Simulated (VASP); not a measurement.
Data:

```yaml
crystal:
  lattice:
    - [1.67892, -2.90797, 0.00000]
    - [1.67892, 2.90797, 0.00000]
    - [0.00000, 0.00000, 5.19284]
  atoms:
    - { symbol: Sc, position: [0.33333, 0.66667, 0.25000] }
    - { symbol: Sc, position: [0.66667, 0.33333, 0.75000] }
```

These are optB88-vdW, VASP's PBE PAW potentials (set 64) (plane waves; VASP) values and carry that method's errors. Numerical set-up: 520 eV cut-off, 13×13×7 Γ-centred mesh, first-order Methfessel-Paxton smearing of 0.10 eV, potentials Sc_sv.

Q: Give the stress tensor in GPa (positive for a compressed cell).

A: 
```
-3.04   0.00   0.00
 0.00  -3.04   0.00
 0.00   0.00  -3.06
```
The pressure is its mean diagonal, -3.04 GPa.

The compound is Sc in the hcp structure. This cell is one point of a volume scan, at 1.06 of the reference volume.
